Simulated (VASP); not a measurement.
The system is SiC.

```
Si C
1.0
     3.08000    0.00000    0.00000
    -1.54000    2.66736    0.00000
     0.00000    0.00000    5.05000
Si C
2 2
Direct
  0.33333 0.66667 0.00000
  0.66667 0.33333 0.50000
  0.33333 0.66667 0.37700
  0.66667 0.33333 0.87700
```

The cell was built by a generator and needn't be a form met in nature.

* Program: VASP 6.6.1
* Task: relaxation of cell and atoms
* Functional: LDA
* Potentials or basis: VASP PAW LDA potentials, release 64 (Si, C)
* Cutoff: 600 eV
* k mesh: 10 × 10 × 6
* Occupations: gaussian, width 0.02 eV
* Spin: no spin polarisation

At the start: pressure -4.6 GPa; volume 10.37 Å³/atom.

How do energy, volume and symmetry change on relaxing?

Over 8 steps the energy falls by 3.3 meV/atom and the volume is 10.16 Å³/atom (-2.1 %); space group P6_3mc (No. 186, to 0.05 Å).

The path:
| step | energy change (eV) | largest force (eV/Å) | pressure (GPa) | volume (Å³) |
| --- | --- | --- | --- | --- |
| 1 | 0.0000 | 0.0923 | -4.65 | 41.49 |
| 2 | 0.0021 | 0.0617 | 5.44 | 39.71 |
| 3 | -0.0133 | 0.0227 | 0.01 | 40.62 |
| 4 | -0.0133 | 0.0214 | 0.11 | 40.60 |
| 5 | -0.0134 | 0.0059 | 0.07 | 40.61 |
| 6 | -0.0134 | 0.0033 | 0.07 | 40.61 |
| 7 | -0.0134 | 0.0029 | -0.06 | 40.63 |
| 8 | -0.0134 | 0.0004 | -0.02 | 40.62 |

Final structure:
```cif
data_structure
_symmetry_space_group_name_H-M 'P 1'
_symmetry_Int_Tables_number 1
_cell_length_a 3.0574
_cell_length_b 3.0574
_cell_length_c 5.0178
_cell_angle_alpha 90.000
_cell_angle_beta 90.000
_cell_angle_gamma 120.000
_cell_volume 40.62
loop_
_atom_site_label
_atom_site_type_symbol
_atom_site_fract_x
_atom_site_fract_y
_atom_site_fract_z
_atom_site_occupancy
Si1 Si 0.33333 0.66667 0.00060 1
Si2 Si 0.66667 0.33333 0.50060 1
C1 C 0.33333 0.66667 0.37640 1
C2 C 0.66667 0.33333 0.87640 1
```
